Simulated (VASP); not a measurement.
```
FeNi3
1.0
    3.55000     0.00000     0.00000
    0.00000     3.55000     0.00000
    0.00000     0.00000     3.55000
Fe Ni
1 3
Direct
  0.00000   0.00000   0.00000
  0.00000   0.50000   0.50000
  0.50000   0.00000   0.50000
  0.50000   0.50000   0.00000
```
Starting moments (μB, in the order of the record's atoms Fe Ni Ni Ni): 3.0 0.7 0.7 0.7.

The base run (VASP): PBE GGA, plane waves, VASP's PBE PAW potentials (set 64). Run with 400 eV cut-off, 8×8×8 Γ-centred mesh, first-order Methfessel-Paxton smearing of 0.10 eV, potentials Fe Ni.

One setting is varied; ΔE counts from the base run. The base run took about 20 core-seconds. Times come from single runs on busy shared machines, so they are rough: good to a factor of about 2.

Pressures at a finite cut-off, here 400 eV, hold a Pulay part, which wasn't tested here.

```csv
setting,cost over the base run,electronic steps,bands,ΔE (meV/atom),pressure (GPa)
"ISPIN = 1, the spin start removed",about 1/2,15,23,273.5,-9.59
NUPDOWN = 1,within a factor of 2,16,26,224.5,-5.90
NUPDOWN = 5,within a factor of 2,16,26,0.8,-1.03
NUPDOWN = 0,within a factor of 2,17,26,256.2,-6.37
base run,reference,17,26,0.0,-1.45
MAGMOM = 0.6 0.13999999999999999 0.13999999999999999 0.13999999999999999,within a factor of 2,18,24,0.0,-1.48
NUPDOWN = 2,within a factor of 2,17,26,170.3,-4.29
MAGMOM = 5.0 2.7 2.7 2.7,within a factor of 2,16,30,0.0,-1.47
NUPDOWN = 3,within a factor of 2,18,26,97.9,-2.56
MAGMOM = 0 0 0 0,within a factor of 2,30,23,273.5,-9.64
MAGMOM = 3.0 -0.7 0.7 -0.7,within a factor of 2,19,24,0.0,-1.49
```

Left out are runs that failed, have no time on record or changed the cell.

The compound is Ni3Fe in the L1_2 structure. The cell was not relaxed at this level.
